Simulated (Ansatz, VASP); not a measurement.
# Cross-check of Ge (amorphous Ge) between VASP and Ansatz, part 2 of 2

One calculation is typed for both programs; each brings its own data sets. How far apart do they land? The cell is taken from a series of runs on this material, whose earlier steps may have relaxed, scaled, displaced or heated it; both programs get it as it stands.

VASP 6.6.1 and Ansatz 0.2.0.

So far. Step 3 (VASP: single point, PBE, pair 1): The run ends at a pressure of 6.87 GPa, with forces up to 0.81 eV/Å.

## Step 5: Ansatz: single point, PBE, pair 2

Level of this step: Ansatz beside VASP: Kohn-Sham DFT, plane waves, PBE (Ansatz).

With cell and atoms fixed, the geometry can't cause a difference; cores, projectors, grids and the points listed under the comparison can. The cell compared in this pair holds 1447.82 Å³, against 1294.10 Å³ for the pair before.

The cell is taken from a series of runs on this material, whose earlier steps may have relaxed, scaled, displaced or heated it; both programs get it as it stands.

input.yaml

```yaml
crystal:
  lattice:
    - [10.26692, -0.04719, -0.26517]
    - [-0.04719, 12.27083, 0.02378]
    - [-0.26517, 0.02378, 11.49921]
  atoms:
    - { symbol: Ge, position: [0.43862, 0.28087, 0.15441] }
    - { symbol: Ge, position: [0.60959, 0.71143, 0.82561] }
    - { symbol: Ge, position: [0.41258, 0.90866, 0.4096] }
    - { symbol: Ge, position: [0.98231, 0.23908, 0.83033] }
    - { symbol: Ge, position: [0.68562, 0.23768, 0.22517] }
    - { symbol: Ge, position: [0.95617, 0.5969, 0.71318] }
    - { symbol: Ge, position: [0.51597, 0.59282, 0.14574] }
    - { symbol: Ge, position: [0.29977, 0.58835, 0.23944] }
    - { symbol: Ge, position: [0.63805, 0.9018, 0.74763] }
    - { symbol: Ge, position: [0.06515, 0.80505, 0.41947] }
    - { symbol: Ge, position: [0.73293, 0.34243, 0.57539] }
    - { symbol: Ge, position: [0.78997, 0.37279, 0.36701] }
    - { symbol: Ge, position: [0.71329, 0.53168, 0.69532] }
    - { symbol: Ge, position: [0.85601, 0.37373, 0.95159] }
    - { symbol: Ge, position: [0.99763, 0.90984, 0.08339] }
    - { symbol: Ge, position: [0.05337, 0.45312, 0.5874] }
    - { symbol: Ge, position: [0.82062, 0.88892, 0.61458] }
    - { symbol: Ge, position: [0.98243, 0.49801, 0.37841] }
    - { symbol: Ge, position: [0.37013, 0.63166, 0.57105] }
    - { symbol: Ge, position: [0.35679, 0.15887, 0.8607] }
    - { symbol: Ge, position: [0.41083, 0.07355, 0.05555] }
    - { symbol: Ge, position: [0.18532, 0.0512, 0.15216] }
    - { symbol: Ge, position: [0.88337, 0.06734, 0.52224] }
    - { symbol: Ge, position: [0.28783, 0.73098, 0.39821] }
    - { symbol: Ge, position: [0.01737, 0.77712, 0.63056] }
    - { symbol: Ge, position: [0.69714, 0.04897, 0.89519] }
    - { symbol: Ge, position: [0.68151, 0.10901, 0.39738] }
    - { symbol: Ge, position: [0.7232, 0.77615, 0.44716] }
    - { symbol: Ge, position: [0.60845, 0.49927, 0.33331] }
    - { symbol: Ge, position: [0.62579, 0.9257, 0.31648] }
    - { symbol: Ge, position: [0.55274, 0.18188, 0.56893] }
    - { symbol: Ge, position: [0.89073, 0.68632, 0.32567] }
    - { symbol: Ge, position: [0.0847, 0.60893, 0.90663] }
    - { symbol: Ge, position: [0.4054, 0.86719, 0.94884] }
    - { symbol: Ge, position: [0.93696, 0.53943, 0.05275] }
    - { symbol: Ge, position: [0.59752, 0.61144, 0.51437] }
    - { symbol: Ge, position: [0.29244, 0.07897, 0.35201] }
    - { symbol: Ge, position: [0.62754, 0.96001, 0.09516] }
    - { symbol: Ge, position: [0.34867, 0.29214, 0.51457] }
    - { symbol: Ge, position: [0.85749, 0.72669, 0.11054] }
    - { symbol: Ge, position: [0.18573, 0.84748, 0.77232] }
    - { symbol: Ge, position: [0.36984, 0.69876, 0.775] }
    - { symbol: Ge, position: [0.291, 0.45155, 0.6471] }
    - { symbol: Ge, position: [0.47, 0.98212, 0.60977] }
    - { symbol: Ge, position: [0.63612, 0.39996, 0.85845] }
    - { symbol: Ge, position: [0.19512, 0.30385, 0.91035] }
    - { symbol: Ge, position: [0.04121, 0.00736, 0.37041] }
    - { symbol: Ge, position: [0.47152, 0.44314, 0.00413] }
    - { symbol: Ge, position: [0.61607, 0.75299, 0.04466] }
    - { symbol: Ge, position: [0.28279, 0.49841, 0.86442] }
    - { symbol: Ge, position: [0.57771, 0.20826, 0.79315] }
    - { symbol: Ge, position: [0.39444, 0.40807, 0.33647] }
    - { symbol: Ge, position: [0.16038, 0.14607, 0.5433] }
    - { symbol: Ge, position: [0.86878, 0.21552, 0.08976] }
    - { symbol: Ge, position: [0.27045, 0.0289, 0.70743] }
    - { symbol: Ge, position: [0.10313, 0.46961, 0.19746] }
    - { symbol: Ge, position: [0.00788, 0.20726, 0.2861] }
    - { symbol: Ge, position: [0.16331, 0.27565, 0.1276] }
    - { symbol: Ge, position: [0.16766, 0.79663, 0.9809] }
    - { symbol: Ge, position: [0.92892, 0.06923, 0.94951] }
    - { symbol: Ge, position: [0.95555, 0.25925, 0.61728] }
kpoints:
  mp_grid: { grid: [1, 1, 1] }
hamiltonian:
  xc: pbe
scf:
  occupations: { method: fermi_dirac, width: 0.025 }
output:
  forces: true
  stress: true
  populations: true
  dos:
    method: { smearing: { sigma: 0.08 } }
    de: 0.1
    projected: { site_lists: { Ge: [Ge] } }
  eigenvalues: true
  write_density: true
  write_potential: true
  volumetric_format: npy
```

Started as:

```console
> ansatz run input.yaml --threads 4 --pin off --max-ram 8192MiB --backend cpu --events-out ev --progress --plain --runs-dir out
```

Numbers of over 12 decimals in the logs are rounded to 6 here.

Output:

```text
[...]
Crystal: 61 atoms, lattice volume = 1447.819 Å³
Basis set: ecut = 420 eV, 28335 PW (Γ), exchange–correlation on 144×180×160 points (8 copies of the dense FFT grid, shifted against one another)
Bands: 513, of which v1, the nominal top of the filled ones, is band 427 counted from 1 (426 counted from 0)
Symmetry: 1 space group operations
[...]
k-points: 1
[...]
--- Löwdin populations: 61 sites ---
  site symbol       q [e]
     0     Ge     14.0323
     1     Ge     13.9709
     2     Ge     13.9583
     3     Ge     13.9857
     4     Ge     13.9271
     5     Ge     13.9860
     6     Ge     13.9687
     7     Ge     13.9681
[...]
57     Ge     13.9694
    58     Ge     14.0294
    59     Ge     13.9988
    60     Ge     13.9907
  spilling = 0.001637 (of n_electrons = 854.000000)
[key lines of the parts left out:]
SCF converged after 13 iterations
Free energy (F): -261982.065524 eV
Fermi energy:    7.663272 eV
P = ⅓ Tr σ = -0.0073 GPa (-0.073 kbar)
```

## Step 6: VASP: single point, PBE, pair 2

The same cell, functional, mesh and smearing now go to VASP, with its own data sets.

INCAR

```
SYSTEM = Ge
PREC = Accurate
ENCUT = 500
EDIFF = 1E-06
NELM = 120
ISMEAR = -1
SIGMA = 0.025
LREAL = Auto
ALGO = Normal
GGA = PE
NBANDS = 496
LORBIT = 11
LWAVE = .FALSE.
LCHARG = .FALSE.
ISIF = 2
LASPH = .TRUE.
GGA_COMPAT = .FALSE.
EFERMI = MIDGAP
NCORE = 2
```

POSCAR

```
Ge
1.0
   10.2669200000     -0.0471900000     -0.2651700000
   -0.0471900000     12.2708300000      0.0237800000
   -0.2651700000      0.0237800000     11.4992100000
Ge
61
Direct
    0.4386200000      0.2808700000      0.1544100000
    0.6095900000      0.7114300000      0.8256100000
    0.4125800000      0.9086600000      0.4096000000
    0.9823100000      0.2390800000      0.8303300000
    0.6856200000      0.2376800000      0.2251700000
    0.9561700000      0.5969000000      0.7131800000
    0.5159700000      0.5928200000      0.1457400000
    0.2997700000      0.5883500000      0.2394400000
    0.6380500000      0.9018000000      0.7476300000
    0.0651500000      0.8050500000      0.4194700000
    0.7329300000      0.3424300000      0.5753900000
    0.7899700000      0.3727900000      0.3670100000
    0.7132900000      0.5316800000      0.6953200000
    0.8560100000      0.3737300000      0.9515900000
    0.9976300000      0.9098400000      0.0833900000
    0.0533700000      0.4531200000      0.5874000000
    0.8206200000      0.8889200000      0.6145800000
    0.9824300000      0.4980100000      0.3784100000
    0.3701300000      0.6316600000      0.5710500000
    0.3567900000      0.1588700000      0.8607000000
    0.4108300000      0.0735500000      0.0555500000
    0.1853200000      0.0512000000      0.1521600000
    0.8833700000      0.0673400000      0.5222400000
    0.2878300000      0.7309800000      0.3982100000
    0.0173700000      0.7771200000      0.6305600000
    0.6971400000      0.0489700000      0.8951900000
    0.6815100000      0.1090100000      0.3973800000
    0.7232000000      0.7761500000      0.4471600000
    0.6084500000      0.4992700000      0.3333100000
    0.6257900000      0.9257000000      0.3164800000
    0.5527400000      0.1818800000      0.5689300000
    0.8907300000      0.6863200000      0.3256700000
    0.0847000000      0.6089300000      0.9066300000
    0.4054000000      0.8671900000      0.9488400000
    0.9369600000      0.5394300000      0.0527500000
    0.5975200000      0.6114400000      0.5143700000
    0.2924400000      0.0789700000      0.3520100000
    0.6275400000      0.9600100000      0.0951600000
    0.3486700000      0.2921400000      0.5145700000
    0.8574900000      0.7266900000      0.1105400000
    0.1857300000      0.8474800000      0.7723200000
    0.3698400000      0.6987600000      0.7750000000
    0.2910000000      0.4515500000      0.6471000000
    0.4700000000      0.9821200000      0.6097700000
    0.6361200000      0.3999600000      0.8584500000
    0.1951200000      0.3038500000      0.9103500000
    0.0412100000      0.0073600000      0.3704100000
    0.4715200000      0.4431400000      0.0041300000
    0.6160700000      0.7529900000      0.0446600000
    0.2827900000      0.4984100000      0.8644200000
    0.5777100000      0.2082600000      0.7931500000
    0.3944400000      0.4080700000      0.3364700000
    0.1603800000      0.1460700000      0.5433000000
    0.8687800000      0.2155200000      0.0897600000
    0.2704500000      0.0289000000      0.7074300000
    0.1031300000      0.4696100000      0.1974600000
    0.0078800000      0.2072600000      0.2861000000
    0.1633100000      0.2756500000      0.1276000000
    0.1676600000      0.7966300000      0.9809000000
    0.9289200000      0.0692300000      0.9495100000
    0.9555500000      0.2592500000      0.6172800000
```

KPOINTS

```
Automatic mesh
0
Gamma
1 1 1
0 0 0
```

The projector-augmented-wave data sets are Ge_d (PBE family, release 64).

Started as:

```console
> mpirun -np 8 vasp_gam
```

Output:

```text
[... set-up lines as in an earlier step ...]
 entering main loop
       N       E                     dE             d eps       ncg     rms          rms(c)
DAV:   1     0.178872548107E+05    0.17887E+05   -0.33985E+05  1048   0.532E+03
DAV:   2     0.429513220169E+04   -0.13592E+05   -0.13056E+05   992   0.124E+03
DAV:   3     0.641015874902E+03   -0.36541E+04   -0.35236E+04   992   0.330E+02
DAV:   4    -0.170404806601E+03   -0.81142E+03   -0.74671E+03  1112   0.142E+02
[...]
DAV:  17    -0.263660952702E+03   -0.63724E-05   -0.61941E-05  1024   0.421E-02    0.279E-03
DAV:  18    -0.263660955077E+03   -0.23745E-05   -0.26053E-05   920   0.266E-02    0.200E-03
DAV:  19    -0.263660955481E+03   -0.40446E-06   -0.68389E-06   888   0.162E-02
   1 F= -.26366096E+03 E0= -.26366094E+03  d E =-.224342E-04
```

OUTCAR, selected parts (step 6):

```text
  Total       -0.9415937     -0.7795780     -0.9132953     -0.0028975      0.0414606      0.0004141
  in kB       -1.0419815     -0.8626924     -1.0106661     -0.0032064      0.0458809      0.0004582
  external PRESSURE =      -0.9717800 kB  Pullay stress =       0.0000000 kB

 POSITION                                       TOTAL-FORCE (eV/Angst)
 -----------------------------------------------------------------------------------
      4.44908      3.42948      1.66596         0.003433     -0.000112     -0.001796
      6.00611      8.72070      9.34914         0.004684      0.005371     -0.001898
      4.08443     11.14028      4.62228        -0.000743     -0.001629      0.002094
      9.85384      2.90710      9.29335         0.003033     -0.001971     -0.000725
      6.96828      2.88953      2.41312         0.003390     -0.000363      0.001023
      9.59964      7.29630      7.96165         0.001621      0.002537     -0.005810
      5.23080      7.25351      1.55317         0.001220     -0.000489     -0.002077
      2.98646      7.21109      2.68787        -0.002286      0.010957     -0.002473
      6.31000     11.05350      8.44941         0.000422     -0.002885     -0.001871
      0.51967      9.88553      4.82544         0.009371      0.003212     -0.001629
      7.35620      4.18100      6.43032        -0.003085     -0.001535     -0.000762
      7.99565      4.54589      4.01971        -0.002868      0.015260     -0.003587
      7.11382      6.50703      7.81913        -0.002482      0.012385      0.003873
      8.51862      4.56821     10.72443        -0.002602     -0.000241     -0.000697
[...]
-----------------------------------------------------------------------------------
    total drift:                                0.000590     -0.001424     -0.001476

  FREE ENERGIE OF THE ION-ELECTRON SYSTEM (eV)
  ---------------------------------------------------
  free  energy   TOTEN  =      -263.6609554813 eV

  energy  without entropy=     -263.6609330471  energy(sigma->0) =     -263.66094426

[... 1 part as in an earlier step ...]

[... 2 further parts left out ...]
[key lines of the parts left out:]
E-fermi :   4.2384
```

The run ends at a pressure of -0.10 GPa, with forces up to 0.022 eV/Å.

## Step 7: Differences

Compared:

| quantity | Ansatz | VASP | difference |
| --- | --- | --- | --- |
| pressure (GPa) | -0.01 | -0.10 | +0.09 |
| gap on the k mesh (eV) | 0.550 | 0.550 | 0.000 |

At this near-relaxed geometry the largest component of a force difference is 5 meV/Å. A gap on the mesh is an upper bound, since the band edges may lie between its points.

## Step 8: What came out

```
r.m.s. force difference (single point, PBE, pair 1)         : 0.89 % of the r.m.s. force
difference in gap on the k mesh (single point, PBE, pair 2) : 2.7e-4 eV
```

What this shows: The r.m.s. force difference is 0.89 % of the r.m.s. force (single point, PBE, pair 1), within the 3 % picked in this series as the mark of a large difference. How closely two codes agree says nothing of how well the functional describes the real material.

[Lines on the potential files, build, host, timing and source positions are cut from VASP's logs without a mark.]

[Logs are printed without paths, hosts, clocks, repeated set-up lines and the standing remarks that a program may print on its own settings, such as how far it seeks lower states.]

[Hosts, paths, dates, database ids (printed as entryN), source tags and the programs' standing remarks are cut or masked in the printed files.]
